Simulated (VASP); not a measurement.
Here is the system:

```
MoSi2
1.0
   -1.64439     1.64439     4.00379
    1.64439    -1.64439     4.00379
    1.64439     1.64439    -4.00379
Si Mo
2 1
Direct
  0.66360   0.66360   0.00000
  0.33640   0.33640   0.00000
  0.00000   0.00000   0.00000
```

Computed with vdW-DF2, VASP's PBE PAW potentials (set 64) (plane waves; VASP). Settings: 520 eV cut-off, 15×15×15 Γ-centred mesh, tetrahedra with Blöchl corrections, potentials Si Mo_sv.

The cores are frozen, which limits the accuracy of field gradients.

Task: Give the principal components of the electric field gradient (V/Å²) and the asymmetry η at each nucleus.

Result: 
```
atom   Vxx   Vyy    Vzz     η
----  ----  ----  -----  ----
Si1    4.5   4.5   -9.0  0.00
Si2    4.5   4.5   -9.0  0.00
Mo3   26.9  26.9  -53.9  0.00
```

The compound is MoSi2 in the MoSi2 type structure. It was relaxed first, which changed the volume by +7 %.
